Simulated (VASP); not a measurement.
MgO (space group P6_3mc): the band gap from VASP (plane waves, PAW) at several levels of theory. Gaps are without spin-orbit coupling. Each level names its cell: its own relaxed one, PBE's, or the starting one. A gap is the smallest over the k-mesh and a band path; hybrids may have named points in place of the path, and GW has the mesh alone.

| level | band gap (eV) |
|---|---|
| PBEsol (starting cell) | 3.34 |
| HSE06 (PBE cell) | 4.99 |

The cell of the PBEsol (starting cell) run:

```xyz
4
Lattice="3.3078 0.0000 0.0000 -1.6539 2.8646 0.0000 0.0000 0.0000 4.9829" Properties=species:S:1:pos:R:3 pbc="T T T"
Mg     0.0000     1.9098     0.0108
Mg     1.6539     0.9549     2.5022
O      0.0000     1.9098     2.0053
O      1.6539     0.9549     4.4968
```

Only levels that ran to the end are used. Left out are those held back, those with too coarse a band path, GW runs whose mesh misses a band edge, hybrids' fits of cells that aren't cubic and levels without matching references; a question may draw on a part of the rest.

The structure comes from a computed database's MgO entry (P6_3mc); how it stands against other phases isn't given here. The cell was not relaxed at this level.
